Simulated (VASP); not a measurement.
Crystal: Si3Ge.

```
Si Ge
1.0
    -2.65250    2.77679    5.56967
     2.89942   -2.81975    5.71463
     2.61912    2.78637   -5.59115
Si Ge
6 2
Direct
  0.49819 0.50009 0.00673
  0.64462 0.64068 0.53122
  0.11836 0.11970 0.50888
  0.25990 0.77985 0.51590
  0.88650 0.38166 0.98852
  0.38301 0.88728 0.01068
  0.99243 0.00826 0.99553
  0.72747 0.24235 0.47663
```

The cell was built by a generator and needn't be a form met in nature.

| Property | Result |
| --- | --- |
| Program | VASP 6.6.1 |
| Task | relaxation of cell and atoms |
| Functional | PBE |
| Potentials or basis | VASP PAW PBE potentials, release 64 (Si, Ge_d) |
| Cutoff | 520 eV |
| k mesh | 6 × 6 × 6 |
| Occupations | gaussian, width 0.15 eV |
| Spin | no spin polarisation |

At the start: pressure -1.6 GPa; volume 21.64 Å³/atom.

Q: How do energy, volume and symmetry change on relaxing?

A: Over 16 steps the energy falls by 104.6 meV/atom and the volume is 21.14 Å³/atom (-2.3 %); space group I-42d (No. 122, to 0.05 Å).

Step by step:
| step | energy change (eV) | largest force (eV/Å) | pressure (GPa) | volume (Å³) |
| --- | --- | --- | --- | --- |
| 1 | 0.0000 | 2.2022 | -1.57 | 173.12 |
| 2 | -0.6810 | 0.8743 | 0.74 | 167.81 |
| 3 | -0.6860 | 0.8727 | 0.87 | 167.28 |
| 4 | -0.7889 | 0.4534 | 0.16 | 168.98 |
| 5 | -0.7934 | 0.4233 | 0.22 | 168.70 |
| 6 | -0.8192 | 0.2213 | -0.15 | 169.65 |
| 7 | -0.8201 | 0.2344 | -0.40 | 169.86 |
| 8 | -0.8274 | 0.1350 | 0.20 | 168.81 |
| 9 | -0.8279 | 0.1345 | 0.36 | 168.50 |
| 10 | -0.8336 | 0.0987 | 0.26 | 169.11 |
| 11 | -0.8344 | 0.1143 | -0.05 | 169.58 |
| 12 | -0.8345 | 0.1157 | -0.10 | 169.50 |
| 13 | -0.8361 | 0.0699 | -0.13 | 169.39 |
| 14 | -0.8361 | 0.0603 | -0.08 | 169.40 |
| 15 | -0.8366 | 0.0342 | 0.21 | 169.05 |
| 16 | -0.8366 | 0.0297 | -0.02 | 169.15 |

Final structure:
```yaml
crystal:
  lattice:
    - [-2.76358, 2.76655, 5.53045]
    - [2.76583, -2.76587, 5.53123]
    - [2.76273, 2.76513, -5.53118]
  atoms:
    - { symbol: Si, position: [0.50218, 0.50839, 0.00581] }
    - { symbol: Si, position: [0.61855, 0.63340, 0.49746] }
    - { symbol: Si, position: [0.13522, 0.13352, 0.51422] }
    - { symbol: Si, position: [0.24999, 0.75673, 0.50235] }
    - { symbol: Si, position: [0.87559, 0.38930, 0.01071] }
    - { symbol: Si, position: [0.37604, 0.87363, 0.99483] }
    - { symbol: Ge, position: [0.00239, 0.00777, 0.00595] }
    - { symbol: Ge, position: [0.75052, 0.25714, 0.50277] }
```
